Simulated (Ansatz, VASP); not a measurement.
# Cross-check of NiHO2 (NiHO2 monolayer) between VASP and Ansatz, part 3 of 3

Wanted: the spread between two codes on one cell, functional and k mesh. The cell is taken from a series of runs on this material, whose earlier steps may have relaxed, scaled, displaced or heated it; both programs get it as it stands.

VASP 6.6.1 and Ansatz 0.2.0.

So far: The structure; Ansatz: single point, PBEsol, DFT+U, pair 1; VASP: single point, PBEsol, DFT+U, pair 1; Comparison; Ansatz: single point, PBEsol, DFT+U, pair 2.

## Step 6: VASP: single point, PBEsol, DFT+U, pair 2

Level of this step: PBEsol, DFT+U (Ni d 5.4 eV), spin-polarised from an antiferromagnetic start; plane waves and PAW (Ni, O, H) (VASP).

The same cell, functional, mesh and smearing now go to VASP, with its own data sets.

The input, INCAR:

```
SYSTEM = NiHO2
PREC = Accurate
ENCUT = 520
EDIFF = 1E-06
NELM = 200
ISMEAR = -1
SIGMA = 0.05
LREAL = .FALSE.
ALGO = Normal
GGA = PS
NBANDS = 35
ISPIN = 2
MAGMOM = 1.33 -1.33 -0.04 0.04 0.01 -0.01 0 -0
LDAU = .TRUE.
LDAUTYPE = 2
LDAUL = 2 -1 -1
LDAUU = 5.4 0 0
LDAUJ = 0 0 0
LDAUPRINT = 1
LASPH = .TRUE.
LMAXMIX = 4
LORBIT = 11
LWAVE = .FALSE.
LCHARG = .FALSE.
ISIF = 2
GGA_COMPAT = .FALSE.
KPAR = 2
```

The input, POSCAR:

```
NiHO2
1.0
    2.9785591380      0.0000002890      0.0000000000
   -2.9785596380      5.1590154720      0.0000000000
    0.0000000000      0.0000000000     17.9903920000
Ni O H
2 4 2
Direct
    0.6666670000      0.1666665000      0.4720140000
    0.6666670000      0.6666665000      0.4720140000
    0.0000003340      0.4999998340      0.4168890000
    0.0000003340      0.9999998340      0.4168890000
    0.3333336660      0.3333331660      0.5284540000
    0.3333336660      0.8333331660      0.5284540000
    0.3333336660      0.3333331660      0.5831110000
    0.3333336660      0.8333331660      0.5831110000
```

The input, KPOINTS:

```
Automatic mesh
0
Gamma
16 8 1
0 0 0
```

Potentials, in the order of the species: Ni, O and H (PBE family, release 64).

Started as:

```
$ mpirun -np 2 vasp_std
```

Numbers of over 12 decimals in the logs are rounded to 6 here.

Output:

```text
[banner, memory and clock lines left out]
running    2 mpi-ranks, on    1 nodes
[...]
[... a notice as in an earlier step ...]

 LDA part: xc-table for (Slater+PW92), standard interpolation
 POSCAR, INCAR and KPOINTS ok, starting setup
[...]
entering main loop
       N       E                     dE             d eps       ncg     rms          rms(c)
DAV:   1     0.416065380071E+03    0.41607E+03   -0.19028E+04  5740   0.111E+03
DAV:   2     0.296577990102E+02   -0.38641E+03   -0.35174E+03  7269   0.283E+02
DAV:   3    -0.451704452651E+02   -0.74828E+02   -0.73270E+02  6557   0.140E+02
DAV:   4    -0.473987253078E+02   -0.22283E+01   -0.22198E+01  7054   0.294E+01
[...]
DAV:  30    -0.400736919889E+02   -0.38060E-05   -0.86221E-08  4258   0.139E-03    0.311E-04
DAV:  31    -0.400736942966E+02   -0.23077E-05   -0.52543E-08  4116   0.115E-03    0.252E-04
DAV:  32    -0.400736952390E+02   -0.94237E-06   -0.16675E-08  4476   0.632E-04
   1 F= -.40073695E+02 E0= -.40054408E+02  d E =-.385752E-01  mag=    -0.0000
```

From OUTCAR (step 6):

```text
  Total       -3.0348869     -3.8793571     -3.2375401      0.0000001      0.5805577     -0.0000001
  in kB      -17.5889284    -22.4831225    -18.7634212      0.0000005      3.3646684     -0.0000003
  external PRESSURE =     -19.6118241 kB  Pullay stress =       0.0000000 kB

 POSITION                                       TOTAL-FORCE (eV/Angst)
 -----------------------------------------------------------------------------------
      1.48928      0.85984      8.49172         0.000000     -0.095870     -1.157092
      0.00000      3.43934      8.49172         0.000000     -0.095870     -1.157092
     -1.48928      2.57951      7.50000         0.000000     -0.052661      1.116931
     -2.97856      5.15901      7.50000         0.000000     -0.052661      1.116931
      0.00000      1.71967      9.50709        -0.000000      0.059053      0.456408
     -1.48928      4.29918      9.50709        -0.000000      0.059053      0.456408
      0.00000      1.71967     10.49040        -0.000000      0.089478     -0.416247
     -1.48928      4.29918     10.49040        -0.000000      0.089478     -0.416247
 -----------------------------------------------------------------------------------
    total drift:                               -0.007023     -0.000016     -0.000029

  FREE ENERGIE OF THE ION-ELECTRON SYSTEM (eV)
  ---------------------------------------------------
  free  energy   TOTEN  =       -40.0736952390 eV

  energy  without entropy=      -40.0351200655  energy(sigma->0) =      -40.05440765

 magnetization (x)
# of ion       s       p       d       tot
------------------------------------------
    1        0.007  -0.006   1.400   1.401
    2       -0.007   0.006  -1.400  -1.401
    3       -0.003  -0.084   0.000  -0.086
    4        0.003   0.084   0.000   0.086
    5        0.007   0.002   0.000   0.009
    6       -0.007  -0.002   0.000  -0.009
    7        0.002   0.000   0.000   0.002
    8       -0.002  -0.000   0.000  -0.002
--------------------------------------------------
tot          0.000   0.000  -0.000  -0.000

[... 1 part as in an earlier step ...]

[... 2 further parts left out ...]
[key lines of the parts left out:]
E-fermi :  -3.2337
```

## Step 7: Comparison

What differs besides the data sets and the points named for the pairs above, as far as they apply: the data sets hold 62 valence electrons in Ansatz (on its default PAW (the set named soft_2) files) and 46 in VASP. Total energies have different zeros and are not compared.

Compared:

```tsv
quantity	Ansatz	VASP	difference
moment on Ni1 (μB)	1.33	1.40	-0.07
moment on Ni2 (μB)	-1.33	-1.40	+0.07
moment on O3 (μB)	-0.04	-0.09	+0.04
moment on O4 (μB)	0.04	0.09	-0.04
```

With vacuum in the cell, a pressure given here is an average over mostly empty space and none of the material.

## Step 8: Ansatz: single point, PBEsol, DFT+U, pair 3

With cell and atoms fixed, the geometry can't cause a difference; cores, projectors, grids and the points listed under the comparison can.

The cell is taken from a series of runs on this material, whose earlier steps may have relaxed, scaled, displaced or heated it; both programs get it as it stands.

The input, input.yaml:

```yaml
crystal:
  lattice:
    - [2.978559138, 2.89e-07, 0.0]
    - [-2.978559638, 5.159015472, 0.0]
    - [0.0, 0.0, 17.990392]
  atoms:
    - { symbol: Ni, position: [0.666667, 0.1666665, 0.472014], spin: 2.0 }
    - { symbol: Ni, position: [0.666667, 0.6666665, 0.472014], spin: 2.0 }
    - { symbol: O, position: [3.33e-07, 0.499999834, 0.416889] }
    - { symbol: O, position: [3.33e-07, 0.999999834, 0.416889] }
    - { symbol: O, position: [0.333333667, 0.333333166, 0.528454] }
    - { symbol: O, position: [0.333333667, 0.833333166, 0.528454] }
    - { symbol: H, position: [0.333333667, 0.333333166, 0.583111] }
    - { symbol: H, position: [0.333333667, 0.833333166, 0.583111] }
magnetization:
  spin_polarized: true
kpoints:
  mp_grid: { grid: [16, 8, 1] }
hamiltonian:
  xc: pbesol
  hubbard:
    sites:
      - { species: Ni, l: d, u_eff: 7.2 }
      - { site: 0, l: d, u_eff: 7.2, starting_ns: [{ spin: up, occupation_matrix: ni1_major }, { spin: down, occupation_matrix: ni1_minor }] }
      - { site: 1, l: d, u_eff: 7.2, starting_ns: [{ spin: up, occupation_matrix: ni1_major }, { spin: down, occupation_matrix: ni1_minor }] }
    projectors: ortho-atomic
    occupation_matrices:
      ni1_major:
        matrix:
          - [0.996, 0.0, 0.0, 0.0, 0.0]
          - [0.0, 0.963, 0.0, 0.0, 0.026]
          - [0.0, 0.0, 0.963, 0.026, 0.0]
          - [0.0, 0.0, 0.026, 0.972, 0.0]
          - [0.0, 0.026, 0.0, 0.0, 0.972]
      ni1_minor:
        matrix:
          - [0.997, 0.0, 0.0, 0.0, 0.0]
          - [0.0, 0.49, 0.0, 0.0, 0.383]
          - [0.0, 0.0, 0.49, 0.383, 0.0]
          - [0.0, 0.0, 0.383, 0.708, 0.0]
          - [0.0, 0.383, 0.0, 0.0, 0.708]
scf:
  occupations: { method: fermi_dirac, width: 0.05 }
output:
  eigenvalues: true
```

Started as:

```
$ ansatz run input.yaml --threads 4 --pin off --max-ram 8192MiB --backend cpu --events-out ev --progress --plain --runs-dir out
```

Output:

```text
[...]
Crystal: 8 atoms, lattice volume = 276.448 Å³
Basis set: ecut = 420 eV, 5329 PW (Γ)
Bands: 41, of which v1, the nominal top of the filled ones, is band 31 counted from 1 (30 counted from 0)
Symmetry: 4 space group operations
[...]
k-points: 41 of 128 (time reversal used)
[...]
Starting moments: Σ|m| = 4 μB on 2 of 8 sites
[...]
k-point 1 ↑: bands = [... 27 lower, -4.0958, -3.9326, -3.1391, -2.3020, -1.7174, -1.5598, -1.4393, -0.2735, ... 6 higher]
  k-point 2 ↑: bands = [... 27 lower, -4.3124, -3.9853, -3.0279, -2.3619, -1.9427, -1.7123, -1.5051, 0.0015, ... 6 higher]
  k-point 40 ↓: bands = [... 27 lower, -4.5023, -3.5175, -3.5175, 1.1856, 1.1856, 1.3249, 1.3249, 3.4312, ... 6 higher]
Occupation matrices written to <dir>
[key lines of the parts left out:]
SCF converged after 17 iterations
Magnetization: 2.0000 μB (32.0000 up, 30.0000 down)
Free energy (F): -13874.641016 eV
Fermi energy:    -2.152686 eV
```

## Step 9: VASP: single point, PBEsol, DFT+U, pair 3

The same cell, functional, mesh and smearing now go to VASP, with its own data sets.

Edit INCAR of step 6 so:

```diff
@@ -10,5 +10,5 @@
 GGA = PS
-NBANDS = 35
+NBANDS = 37
 ISPIN = 2
-MAGMOM = 1.33 -1.33 -0.04 0.04 0.01 -0.01 0 -0
+MAGMOM = 1.46 1.46 -0.49 -0.49 0.01 0.01 0 0
 LDAU = .TRUE.
@@ -16,3 +16,3 @@
 LDAUL = 2 -1 -1
-LDAUU = 5.4 0 0
+LDAUU = 7.2 0 0
 LDAUJ = 0 0 0
```

POSCAR is that of step 6.

KPOINTS is that of step 6.

Started as:

```
$ mpirun -np 2 vasp_std
```

Output:

```text
[... set-up lines as in an earlier step ...]
 entering main loop
       N       E                     dE             d eps       ncg     rms          rms(c)
DAV:   1     0.411915794174E+03    0.41192E+03   -0.18780E+04  6068   0.104E+03
DAV:   2     0.300953876716E+02   -0.38182E+03   -0.34679E+03  7393   0.272E+02
DAV:   3    -0.427355049008E+02   -0.72831E+02   -0.70086E+02  6895   0.133E+02
DAV:   4    -0.447569150263E+02   -0.20214E+01   -0.20141E+01  7476   0.265E+01
[...]
DAV:  30    -0.393280926511E+02   -0.70468E-05   -0.16632E-07  4946   0.134E-03    0.337E-04
DAV:  31    -0.393280947330E+02   -0.20820E-05   -0.48532E-08  5087   0.844E-04    0.319E-04
DAV:  32    -0.393280951156E+02   -0.38255E-06   -0.72240E-09  5288   0.482E-04
   1 F= -.39328095E+02 E0= -.39311084E+02  d E =-.340222E-01  mag=     2.0000
```

OUTCAR, selected parts (step 9):

```text
  Total       -2.4743051     -2.4743809     -2.4619794     -0.0000000      0.0000882     -0.0000000
  in kB      -14.3400319    -14.3404714    -14.2685977     -0.0000000      0.0005114     -0.0000000
  external PRESSURE =     -14.3163670 kB  Pullay stress =       0.0000000 kB

 POSITION                                       TOTAL-FORCE (eV/Angst)
 -----------------------------------------------------------------------------------
      1.48928      0.85984      8.49172        -0.000000      0.000002     -0.960758
      0.00000      3.43934      8.49172        -0.000000      0.000002     -0.960758
     -1.48928      2.57951      7.50000         0.000000     -0.000007      0.822322
     -2.97856      5.15901      7.50000         0.000000     -0.000007      0.822322
      0.00000      1.71967      9.50709        -0.000000      0.000004      0.561728
     -1.48928      4.29918      9.50709        -0.000000      0.000004      0.561728
      0.00000      1.71967     10.49040        -0.000000      0.000001     -0.423293
     -1.48928      4.29918     10.49040        -0.000000      0.000001     -0.423293
 -----------------------------------------------------------------------------------
    total drift:                               -0.007030     -0.000012     -0.000034

  FREE ENERGIE OF THE ION-ELECTRON SYSTEM (eV)
  ---------------------------------------------------
  free  energy   TOTEN  =       -39.3280951156 eV

  energy  without entropy=      -39.2940729175  energy(sigma->0) =      -39.31108402

 magnetization (x)
# of ion       s       p       d       tot
------------------------------------------
    1        0.015   0.005   1.558   1.578
    2        0.015   0.005   1.558   1.578
    3       -0.001  -0.496   0.000  -0.497
    4       -0.001  -0.496   0.000  -0.497
    5        0.014  -0.003   0.000   0.011
    6        0.014  -0.003   0.000   0.011
    7        0.004   0.000   0.000   0.004
    8        0.004   0.000   0.000   0.004
--------------------------------------------------
tot          0.064  -0.988   3.115   2.191

[... 2 parts as in an earlier step ...]

[... 1 further part left out ...]
[key lines of the parts left out:]
E-fermi :  -3.3580
```

## Step 10: Comparison

What differs besides the data sets and the points named for the pairs above, as far as they apply: the data sets hold 62 valence electrons in Ansatz (on its default PAW (the set named soft_2) files) and 46 in VASP. Total energies have different zeros and are not compared.

Compared:

```tsv
quantity	Ansatz	VASP	difference
total moment (μB)	2.00	2.00	0.00
moment on Ni1 (μB)	1.46	1.58	-0.12
moment on Ni2 (μB)	1.46	1.58	-0.12
moment on O3 (μB)	-0.49	-0.50	0.00
moment on O4 (μB)	-0.49	-0.50	0.00
```

With vacuum in the cell, a pressure given here is an average over mostly empty space and none of the material.

## Step 11: Results

| Quantity | Value |
| --- | --- |
| difference in total moment (single point, PBEsol, DFT+U, pair 1) | 0 μB |
| difference in moment on Ni1 (single point, PBEsol, DFT+U, pair 2) | -0.075 μB |
| difference in total moment (single point, PBEsol, DFT+U, pair 3) | 0 μB |

In words: The difference in total moment is 0 μB (single point, PBEsol, DFT+U, pair 1). The data sets hold unlike numbers of valence electrons (62 in Ansatz and 46 in VASP), so part of the differences comes from the potentials. 1 further run of this series is not shown here. How closely two codes agree says nothing of how well the functional describes the real material.

[Lines on the potential files, build, host, timing and source positions are cut from VASP's logs without a mark.]

[Logs are printed without paths, hosts, clocks, repeated set-up lines and the standing remarks that a program may print on its own settings, such as how far it seeks lower states.]

[Hosts, paths, dates, database ids (printed as entryN), source tags and the programs' standing remarks are cut or masked in the printed files.]
